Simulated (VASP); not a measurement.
Given:

```yaml
crystal:
  lattice:
    - [6.30071, 0.00000, -0.00009]
    - [0.00000, 3.85042, 0.00000]
    - [-0.00536, 0.00000, 6.68107]
  atoms:
    - { symbol: Mg, position: [0.50070, 0.00000, 0.66652] }
    - { symbol: Zn, position: [0.49884, 0.50000, 0.16684] }
    - { symbol: Zn, position: [0.99927, 0.50000, 0.83654] }
    - { symbol: Zn, position: [0.99868, 0.00000, 0.32978] }
    - { symbol: S, position: [0.11358, 0.00000, 0.66542] }
    - { symbol: S, position: [0.12718, 0.50000, 0.16737] }
    - { symbol: S, position: [0.63019, 0.50000, 0.84303] }
    - { symbol: S, position: [0.62765, 0.00000, 0.32441] }
```

Method: r2SCAN meta-GGA, VASP's PBE PAW potentials (set 64) (plane waves; VASP 6.6.1). Numerical set-up: 400 eV cut-off, 4×7×4 Γ-centred mesh, tetrahedra with Blöchl corrections, potentials Mg Zn S.

The cores are frozen, which limits the accuracy of field gradients.

Task: Give the principal components of the electric field gradient (V/Å²) and the asymmetry η at each nucleus.

Result: 
| atom | Vxx | Vyy | Vzz | η |
|---|---|---|---|---|
| Mg1 | -1.7 | -0.6 | 2.3 | 0.47 |
| Zn2 | -4.5 | -0.2 | 4.7 | 0.91 |
| Zn3 | 2.1 | 1.7 | -3.7 | 0.11 |
| Zn4 | 2.0 | 1.6 | -3.7 | 0.10 |
| S5 | 21.5 | 19.2 | -40.7 | 0.06 |
| S6 | 1.0 | 0.2 | -1.1 | 0.72 |
| S7 | 41.2 | 3.9 | -45.2 | 0.83 |
| S8 | 22.1 | 21.4 | -43.5 | 0.02 |

The structure comes from a computed database's MgZn3S4 entry (Pm); how it stands against other phases isn't given here. It was relaxed first.
